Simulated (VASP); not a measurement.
# InB3 (R-3) in VASP: notebook

The runs below take InB3 through single point, with PBE.

Program: VASP 6.6.1. These are calculated values, not measurements. Logs are shortened: lines on timing, memory, paths and dates and some standing lists are left out, and cuts for length are marked.

## 1. The crystal as given

Symmetry: R-3, No. 148, trigonal system. The conventional cell has a = 4.884 Å, b = 4.884 Å, c = 13.601 Å, α = 90.00°, β = 90.00°, γ = 120.00°. In (site symmetry 3) is surrounded by 6 B at 1.97 Å. B (site symmetry 1) has 2 In at 1.97 Å as nearest neighbours.

The cell was built by a generator and needn't be a form met in nature.

## 2. Single point, PBE

The input, INCAR:

```
SYSTEM = InB3
PREC     = Accurate       ! precision mode
ENCUT    = 520            ! plane-wave cutoff, eV
EDIFF    = 1E-6           ! SCF threshold, eV
ISMEAR   = 0              ! smearing method
SIGMA    = 0.1            ! smearing width, eV
LREAL    = .FALSE.        ! projectors in reciprocal space
LASPH    = .TRUE.         ! aspherical terms in the spheres
NELM     = 60             ! most SCF steps
ALGO     = Normal         ! electronic algorithm
ISIF     = 2              ! what is computed and relaxed
LWAVE    = .FALSE.        ! write WAVECAR
LCHARG   = .FALSE.        ! write CHGCAR
GGA      = PE             ! functional
NBANDS   = 32             ! bands
```

The input, KPOINTS:

```
Automatic mesh
0
G
  6 6 6
  0 0 0
```

The input, POSCAR:

```
InB3
1.0
    2.4418021509      1.4097751291      4.5337599053
   -2.4418021509      1.4097751291      4.5337599053
    0.0000000000     -2.8195502583      4.5337599053
In B
2 6
Direct
    0.3333000000      0.3333000000      0.3333000000
    0.6667000000      0.6667000000      0.6667000000
    0.0820000000      0.4153000000      0.7487000000
    0.7487000000      0.0820000000      0.4153000000
    0.4153000000      0.7487000000      0.0820000000
    0.9180000000      0.5847000000      0.2513000000
    0.2513000000      0.9180000000      0.5847000000
    0.5847000000      0.2513000000      0.9180000000
```

Potentials or basis: VASP PAW PBE potentials, release 64 (In_d, B).

The run is started by

```
> cat potpaw_PBE.64/In_d/POTCAR potpaw_PBE.64/B/POTCAR > POTCAR
> mpirun -np 1 vasp_std > vasp.out
```

OUTCAR:

```text
SYSTEM = InB3
   PREC = Accurate
   ENCUT = 520
   EDIFF = 1E-6
   ISMEAR = 0
   LREAL = .FALSE.
   LASPH = .TRUE.
   NELM = 60
   ISIF = 2
   GGA = PE

 ion  position               nearest neighbor table
   1  0.333  0.333  0.333-   7 1.97   6 1.97   8 1.97   5 1.97   4 1.97   3 1.97   2 2.82   2 2.82
                             2 2.82
   2  0.667  0.667  0.667-   4 1.97   3 1.97   5 1.97   8 1.97   7 1.97   6 1.97   1 2.82   1 2.82
                             1 2.82
   3  0.082  0.415  0.749-   2 1.97   1 1.97
   4  0.749  0.082  0.415-   2 1.97   1 1.97
   5  0.415  0.749  0.082-   2 1.97   1 1.97
   6  0.918  0.585  0.251-   1 1.97   2 1.97
   7  0.251  0.918  0.585-   1 1.97   2 1.97
   8  0.585  0.251  0.918-   1 1.97   2 1.97

  LATTYP: Found a trigonal (rhomboedric) cell.
 ALAT       =     5.3389926520
 COS(alpha) =     0.5816572054

  Lattice vectors:

 A1 = (   2.4418021509,   1.4097751291,   4.5337599053)
 A2 = (  -2.4418021509,   1.4097751291,   4.5337599053)
 A3 = (   0.0000000000,  -2.8195502583,   4.5337599053)

Analysis of symmetry for initial positions (statically):
=====================================================================
 Subroutine PRICEL returns:
 Original cell was already a primitive cell.

 Routine SETGRP: Setting up the symmetry group for a
 trigonal (rhombohedral) supercell.

 Subroutine GETGRP returns: Found  6 space group operations
 (whereof  6 operations were pure point group operations)
 out of a pool of 12 trial point group operations.

The static configuration has the point symmetry S_6 .

Analysis of symmetry for dynamics (positions and initial velocities):
=====================================================================
 Subroutine PRICEL returns:
 Original cell was already a primitive cell.

 Routine SETGRP: Setting up the symmetry group for a
 trigonal (rhombohedral) supercell.

 Subroutine GETGRP returns: Found  6 space group operations
 (whereof  6 operations were pure point group operations)
 out of a pool of 12 trial point group operations.

The dynamic configuration has the point symmetry S_6 .

 Subroutine INISYM returns: Found  6 space group operations
 (whereof  6 operations are pure point group operations),
 and found     1 'primitive' translations

----------------------------------------------------------------------------------------

                                     Primitive cell

  volume of cell :      93.6419

  direct lattice vectors                    reciprocal lattice vectors
     2.441802151  1.409775129  4.533759905     0.204766795  0.118222164  0.073522494
    -2.441802151  1.409775129  4.533759905    -0.204766795  0.118222164  0.073522494
     0.000000000 -2.819550258  4.533759905     0.000000000 -0.236444328  0.073522494

  length of vectors
     5.338992652  5.338992652  5.338992652     0.247611545  0.247611545  0.247611545

  position of ions in fractional coordinates (direct lattice)
     0.333300000  0.333300000  0.333300000
     0.666700000  0.666700000  0.666700000
     0.082000000  0.415300000  0.748700000
     0.748700000  0.082000000  0.415300000
     0.415300000  0.748700000  0.082000000
     0.918000000  0.584700000  0.251300000
     0.251300000  0.918000000  0.584700000
     0.584700000  0.251300000  0.918000000

  ion indices of the primitive-cell ions
   primitive index   ion index
                 1           1
                 2           2
                 3           3
                 4           4
                 5           5
                 6           6
                 7           7
                 8           8

----------------------------------------------------------------------------------------

 KPOINTS: Automatic mesh

Automatic generation of k-mesh.
 Grid dimensions read from file:
 generate k-points for:    6    6    6

 Generating k-lattice:

  Cartesian coordinates                     Fractional coordinates (reciprocal lattice)
     0.034127799  0.019703694  0.012253749     0.166666667  0.000000000  0.000000000
    -0.034127799  0.019703694  0.012253749     0.000000000  0.166666667  0.000000000
     0.000000000 -0.039407388  0.012253749    -0.000000000 -0.000000000  0.166666667

  Length of vectors
     0.041268591  0.041268591  0.041268591

  Shift w.r.t. Gamma in fractional coordinates (k-lattice)
     0.000000000  0.000000000  0.000000000

 Subroutine IBZKPT returns following result:
 ===========================================

 Found     40 irreducible k-points:

 Following reciprocal coordinates:
            Coordinates               Weight
  0.000000  0.000000  0.000000      1.000000
  0.166667 -0.000000 -0.000000      6.000000
  0.333333 -0.000000 -0.000000      6.000000
  0.500000 -0.000000  0.000000      3.000000
  0.166667  0.166667 -0.000000      6.000000
  0.333333  0.166667  0.000000      6.000000
[... 16 lines left out ...]
  0.333333  0.333333  0.166667      6.000000
  0.500000  0.333333  0.166667      6.000000
 [... further k-points ...]
   k-points           NKPTS =     40   k-points in BZ     NKDIM =     40   number of bands    NBANDS=     32
   number of dos      NEDOS =    301   number of ions     NIONS =      8
   total plane-waves  NPLWV =  64000
   dimension x,y,z NGX =    40 NGY =   40 NGZ =   40
   dimension x,y,z NGXF=    80 NGYF=   80 NGZF=   80
   ions per type =               2   6
   NGX,Y,Z   is equivalent  to a cutoff of  12.46, 12.46, 12.46 a.u.
   NGXF,Y,Z  is equivalent  to a cutoff of  24.91, 24.91, 24.91 a.u.
 SYSTEM =  InB3
   PREC   = accura    normal or accurate (medium, high low for compatibility)
   ISTART =      0    job   : 0-new  1-cont  2-samecut
   ICHARG =      2    charge: 1-file 2-atom 10-const
   ISPIN  =      1    spin polarized calculation?
   LNONCOLLINEAR =      F non collinear calculations
   LSORBIT =      F    spin-orbit coupling
   LASPH  =      T    aspherical Exc in radial PAW
   ENCUT  =  520.0 eV  38.22 Ry    6.18 a.u.   9.93  9.93  9.93*2*pi/ulx,y,z
   NELM   =     60;   NELMIN=  2; NELMDL= -5     # of ELM steps
   EDIFF  = 0.1E-05   stopping-criterion for ELM
   LREAL  =      F    real-space projection
   EDIFFG = 0.1E-04   stopping-criterion for IOM
   NSW    =      0    number of steps for IOM
   IBRION =     -1    ionic relax: 0-MD 1-quasi-New 2-CG
   NFREE  =      0    steps in history (QN), initial steepest desc. (CG)
   ISIF   =      2    stress and relaxation
   ISYM   =      2    0-nonsym 1-usesym 2-fastsym
   POTIM  = 0.5000    time-step for ionic-motion
   TEBEG  =    0.0;   TEEND  =   0.0 temperature during run
   PSTRESS=    0.0 pullay stress
   NELECT =      44.0000    total number of electrons
   NUPDOWN=      -1.0000    fix difference up-down
   EMIN   =  10.00;   EMAX   =-10.00  energy-range for DOS
   EFERMI =   0.00;   METHOD = LEGACY
   ISMEAR =     0;   SIGMA  =   0.10  broadening in eV -4-tet -1-fermi 0-gaus
   EFERMI_NEDOS =   21; number of points for ismear=-14 and -15
   IALGO  =     38    algorithm
   IMIX   =      4    mixing-type and parameters
     AMIX     =   0.40;   BMIX     =  1.00
     AMIX_MAG =   1.60;   BMIX_MAG =  1.00
  volume/ion in A,a.u.               =      11.71        78.99
  Fermi-wavevector in a.u.,A,eV,Ry     =   1.272728  2.405108 22.039224  1.619837
  Thomas-Fermi vector in A             =   2.405591
   LORBIT       =      0    0 simple, 1 ext, 2 COOP (PROOUT), +10 PAW based schemes
   GGA     = PE    functional components
   LHFCALC =     F    Hartree Fock is set to
   AEXX    =    0.0000 exact exchange contribution
   IVDW    =     0    specifies the selected vdW correction
   LEPSILON=     F    determine dielectric tensor
   LRPA    =     F    only Hartree local field effects (RPA)
 non-spin polarized calculation
 Gauss-broadening in eV      SIGMA  =   0.10
  energy-cutoff  :      520.00
  volume of cell :       93.64
 maximum number of plane-waves:      2534
   NGX = 19   NGY = 19   NGZ = 19

 number of electron      43.9999999 magnetization

 Free energy of the ion-electron system (eV)
  ---------------------------------------------------
  ext. energy  EPLUGINS =         0.00000000
  ---------------------------------------------------
  free energy    TOTEN  =       -14.57246842 eV

  energy without entropy =      -14.54376451  energy(sigma->0) =      -14.55811647

 E-fermi :   7.0532     XC(G=0): -11.1785

 val. band max:        7.0508903912   @ k =   0.5000   0.3333   0.1667
 cond. band min:       7.0589352362   @ k =   0.3333  -0.0000  -0.1667
 fundamental gap:      0.0080448450
 Fermi energy:         7.0531946129

 k-point     1 :       0.0000    0.0000    0.0000
  band No.  band energies     occupation
      1      -9.7770      2.00000
      2      -9.7770      2.00000
      3      -9.5796      2.00000
      4      -9.5796      2.00000
      5      -9.2163      2.00000
      6      -8.8142      2.00000
[... 24 lines left out ...]
     31      11.7669      0.00000
     32      11.8717      0.00000

 k-point     2 :       0.1667   -0.0000   -0.0000
  band No.  band energies     occupation
      1      -9.8862      2.00000
      2      -9.8446      2.00000
      3      -9.5066      2.00000
      4      -9.4915      2.00000
      5      -9.1837      2.00000
      6      -8.8944      2.00000
[... 24 lines left out ...]
     31      11.5825      0.00000
     32      11.9367      0.00000

 k-point     3 :       0.3333   -0.0000   -0.0000
  band No.  band energies     occupation
      1     -10.0128      2.00000
      2      -9.9308      2.00000
      3      -9.4032      2.00000
      4      -9.3906      2.00000
      5      -9.1658      2.00000
      6      -9.0010      2.00000
[... 24 lines left out ...]
     31      11.5278      0.00000
     32      11.6096      0.00000

 k-point     4 :       0.5000   -0.0000    0.0000
  band No.  band energies     occupation
      1     -10.0612      2.00000
      2      -9.9644      2.00000
      3      -9.3677      2.00000
      4      -9.3224      2.00000
      5      -9.1820      2.00000
      6      -9.0669      2.00000
[... 24 lines left out ...]
     31      11.2531      0.00000
     32      11.2667      0.00000

 k-point     5 :       0.1667    0.1667   -0.0000
  band No.  band energies     occupation
      1      -9.8827      2.00000
      2      -9.8473      2.00000
      3      -9.5048      2.00000
      4      -9.4929      2.00000
      5      -9.1828      2.00000
      6      -8.8973      2.00000
[... 584 lines left out ...]
     31      11.2670      0.00000
     32      11.3976      0.00000

 k-point    22 :      -0.1667    0.1667    0.1667
  band No.  band energies     occupation
      1     -10.0100      2.00000
      2      -9.9336      2.00000
      3      -9.4040      2.00000
      4      -9.3915      2.00000
      5      -9.1623      2.00000
      6      -9.0031      2.00000
[... 24 lines left out ...]
     31      11.4290      0.00000
     32      11.8603      0.00000

 k-point    23 :       0.3333    0.3333    0.1667
  band No.  band energies     occupation
      1      -9.8789      2.00000
      2      -9.8459      2.00000
      3      -9.5028      2.00000
      4      -9.4923      2.00000
      5      -9.1813      2.00000
      6      -8.8982      2.00000
[... 24 lines left out ...]
     31      11.3094      0.00000
     32      11.6586      0.00000

 k-point    24 :       0.5000    0.3333    0.1667
  band No.  band energies     occupation
      1     -10.0160      2.00000
      2      -9.8525      2.00000
      3      -9.5265      2.00000
      4      -9.3337      2.00000
      5      -9.1638      2.00000
      6      -8.9497      2.00000
[... 24 lines left out ...]
     31      10.7563      0.00000
     32      10.9693      0.00000

 [... further k-points ...]

------------------------ aborting loop because EDIFF is reached ----------------------------------------

  FORCE on cell =-STRESS in cart. coord.  units (eV):
  Direction    XX          YY          ZZ          XY          YZ          ZX
  --------------------------------------------------------------------------------------
  -------------------------------------------------------------------------------------
  Total       42.0499379     42.0499379     23.3210143     -0.0000001     -0.0000000      0.0000000
  in kB      719.4586795    719.4586795    399.0138154     -0.0000015     -0.0000000      0.0000000
  external PRESSURE =     612.6437248 kB  Pullay stress =       0.0000000 kB

 VOLUME and BASIS-vectors are now :
 -----------------------------------------------------------------------------
  energy-cutoff  :      520.00
  volume of cell :       93.64
      direct lattice vectors                 reciprocal lattice vectors
     2.441802151  1.409775129  4.533759905     0.204766795  0.118222164  0.073522494
    -2.441802151  1.409775129  4.533759905    -0.204766795  0.118222164  0.073522494
     0.000000000 -2.819550258  4.533759905     0.000000000 -0.236444328  0.073522494

 POSITION                                       TOTAL-FORCE (eV/Angst)
 -----------------------------------------------------------------------------------
      0.00000     -0.00000      4.53331         0.000000      0.000000     -0.337314
      0.00000     -0.00000      9.06797         0.000000     -0.000000      0.337314
     -0.81385     -1.40992      5.64906         2.452270     -4.224485      6.515029
      1.62795      0.00014      5.64906         2.432376      4.235971      6.515029
     -0.81410      1.40978      5.64906        -4.884646     -0.011486      6.515029
      0.81385      1.40992      7.95221        -2.452270      4.224485     -6.515029
     -1.62795     -0.00014      7.95221        -2.432376     -4.235971     -6.515029
      0.81410     -1.40978      7.95221         4.884646      0.011486     -6.515029
 -----------------------------------------------------------------------------------
    total drift:                               -0.000000     -0.000000      0.000000

  FREE ENERGIE OF THE ION-ELECTRON SYSTEM (eV)
  ---------------------------------------------------
  free  energy   TOTEN  =       -14.5724684203 eV

  energy  without entropy=      -14.5437645112  energy(sigma->0) =      -14.55811647
```

It took 2 min on 1 thread of Intel Xeon Platinum 8375C at 2.90GHz (Ice Lake), shared host; peak memory 0.28 GiB.

What came out:

```yaml
Free_energy: -14.5725 eV
Pressure: 61.3 GPa
Largest_force: 8.143 eV/Å
Band_gap_on_the_k_mesh: none (metal or under the smearing width)
```

Forces in eV/Å, atoms in the order of the input:
```
In   0.000  0.000 -0.337
In   0.000  0.000  0.337
B    2.452 -4.224  6.515
B    2.432  4.236  6.515
B   -4.885 -0.011  6.515
B   -2.452  4.224 -6.515
B   -2.432 -4.236 -6.515
B    4.885  0.011 -6.515
```

Stress tensor (GPa, compression positive):
```
71.95  0.00  0.00
 0.00 71.95  0.00
 0.00  0.00 39.90
```

Levels at points of the mesh, in eV from the Fermi level:
```
           k point  band 20  band 21  band 22  band 23  band 24  band 25
(0.00, 0.00, 0.00)    -1.84    -1.47    -1.47    -1.37    -1.37    -0.41
(0.50, 0.00, 0.00)    -1.12    -0.90    -0.17    -0.01     0.76     2.16
(0.50, 0.50, 0.00)    -0.36    -0.29    -0.11     0.42     0.64     1.55
(0.50, 0.50, 0.50)    -0.70    -0.51    -0.51    -0.18    -0.18     1.35
```

Caveat: a pressure of tens of GPa on the cell as given is suspect, and the run, the potentials or the cell itself is likely at fault; forces of over 1 eV/Å show positions far from the minimum, so gaps and moduli don't describe the material at rest.

[end of part 1 of 2]
